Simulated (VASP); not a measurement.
Computed with PBEsol GGA, VASP's PBE PAW potentials (set 64) (plane waves; VASP).

The input files of a VASP run:

KPOINTS:
```
Automatic mesh
0
Gamma
8 8 8
0 0 0
```

File POSCAR:
```
AgCl
1.0
  0.0000000000   2.7221652666   2.7221652666
  2.7221652666   0.0000000000   2.7221652666
  2.7221652666   2.7221652666   0.0000000000
Ag Cl
1 1
Direct
  0.0000000000   0.0000000000   0.0000000000
  0.5000000000   0.5000000000   0.5000000000
```

**INCAR**
```
SYSTEM = AgCl
PREC = Accurate
ENCUT = 520
EDIFF = 1E-6
NELM = 100
ALGO = Normal
LREAL = .FALSE.
LASPH = .TRUE.
ISMEAR = 0
SIGMA = 0.05
GGA = PS
LMAXMIX = 4
LWAVE = .FALSE.
LCHARG = .FALSE.
IBRION = 2
ISIF = 3
NSW = 60
EDIFFG = -0.01
```

POTCAR, in this order: Ag Cl (PBE.64 set). Program: vasp_std.

The run wrote:

File OUTCAR:
```
 ion  position               nearest neighbor table
   1  0.000  0.000  0.000-   2 2.72   2 2.72   2 2.72   2 2.72   2 2.72   2 2.72
   2  0.500  0.500  0.500-   1 2.72   1 2.72   1 2.72   1 2.72   1 2.72   1 2.72
  LATTYP: Found a face centered cubic cell.
 ALAT       =     5.4443305332
 Subroutine PRICEL returns:
 Original cell was already a primitive cell.
 Subroutine GETGRP returns: Found 48 space group operations
The static configuration has the point symmetry O_h .
The dynamic configuration has the point symmetry O_h .
 Subroutine INISYM returns: Found 48 space group operations
 Subroutine IBZKPT returns following result:
 Found     29 irreducible k-points:

 Following reciprocal coordinates:
            Coordinates               Weight
  0.000000  0.000000  0.000000      1.000000
  0.125000  0.000000  0.000000      8.000000
  0.250000  0.000000  0.000000      8.000000
  0.375000  0.000000  0.000000      8.000000
  0.500000  0.000000  0.000000      4.000000
  0.125000  0.125000  0.000000      6.000000
  0.250000  0.125000  0.000000     24.000000
  0.375000  0.125000  0.000000     24.000000
  0.500000  0.125000  0.000000     24.000000
 -0.375000  0.125000  0.000000     24.000000
 -0.250000  0.125000  0.000000     24.000000
 -0.125000  0.125000  0.000000     12.000000
  0.250000  0.250000  0.000000      6.000000
  0.375000  0.250000  0.000000     24.000000
  0.500000  0.250000  0.000000     24.000000
 -0.375000  0.250000  0.000000     24.000000
 -0.250000  0.250000  0.000000     12.000000
  0.375000  0.375000  0.000000      6.000000
  0.500000  0.375000  0.000000     24.000000
 -0.375000  0.375000  0.000000     12.000000
  0.500000  0.500000  0.000000      3.000000
  0.375000  0.250000  0.125000     24.000000
  0.500000  0.250000  0.125000     48.000000
 -0.375000  0.250000  0.125000     24.000000
...
```

File OSZICAR:
```
       N       E                     dE             d eps       ncg     rms          rms(c)
DAV:   1     0.100811168201E+03    0.10081E+03   -0.89178E+03   786   0.126E+03
DAV:   2    -0.196234147820E+01   -0.10277E+03   -0.95235E+02   897   0.253E+02
DAV:   3    -0.618522102187E+01   -0.42229E+01   -0.42059E+01   854   0.553E+01
DAV:   4    -0.621996008794E+01   -0.34739E-01   -0.34732E-01   879   0.553E+00
DAV:   5    -0.622041396465E+01   -0.45388E-03   -0.45387E-03   869   0.642E-01    0.781E+00
DAV:   6    -0.606512392330E+01    0.15529E+00   -0.37615E-01   840   0.876E+00    0.507E+00
DAV:   7    -0.606241739527E+01    0.27065E-02   -0.74310E-02   784   0.219E+00    0.214E+00
DAV:   8    -0.606104232394E+01    0.13751E-02   -0.42536E-03   829   0.830E-01    0.319E-01
DAV:   9    -0.606100484208E+01    0.37482E-04   -0.55795E-04   844   0.338E-01    0.448E-02
DAV:  10    -0.606102441884E+01   -0.19577E-04   -0.33349E-05   819   0.602E-02    0.176E-02
DAV:  11    -0.606103018253E+01   -0.57637E-05   -0.46987E-06   789   0.227E-02    0.274E-03
DAV:  12    -0.606103012438E+01    0.58151E-07   -0.25506E-07   417   0.722E-03
   1 F= -.60610301E+01 E0= -.60610301E+01  d E =-.606103E+01
```

**OUTCAR**
```
------------------------ aborting loop because EDIFF is reached ----------------------------------------
  FORCE on cell =-STRESS in cart. coord.  units (eV):
  Direction    XX          YY          ZZ          XY          YZ          ZX
  --------------------------------------------------------------------------------------
  Total        0.0008861      0.0008861      0.0008861      0.0000000     -0.0000000      0.0000000
  in kB        0.0351920      0.0351920      0.0351920      0.0000000     -0.0000000      0.0000000
  external PRESSURE =       0.0351920 kB  Pullay stress =       0.0000000 kB
  volume of cell :       40.34
      direct lattice vectors                 reciprocal lattice vectors
     0.000000000  2.722165267  2.722165267    -0.183677312  0.183677312  0.183677312
     2.722165267  0.000000000  2.722165267     0.183677312 -0.183677312  0.183677312
     2.722165267  2.722165267  0.000000000     0.183677312  0.183677312 -0.183677312
  FREE ENERGIE OF THE ION-ELECTRON SYSTEM (eV)
  ---------------------------------------------------
  free  energy   TOTEN  =        -6.0610301244 eV

  energy  without entropy=       -6.0610301244  energy(sigma->0) =       -6.06103012

 reached required accuracy - stopping structural energy minimisation
```
(Selected blocks of OUTCAR.)

The compound is AgCl in the rock salt structure. It was relaxed first, which changed the volume by -6 %. The start is the result of an earlier pass.
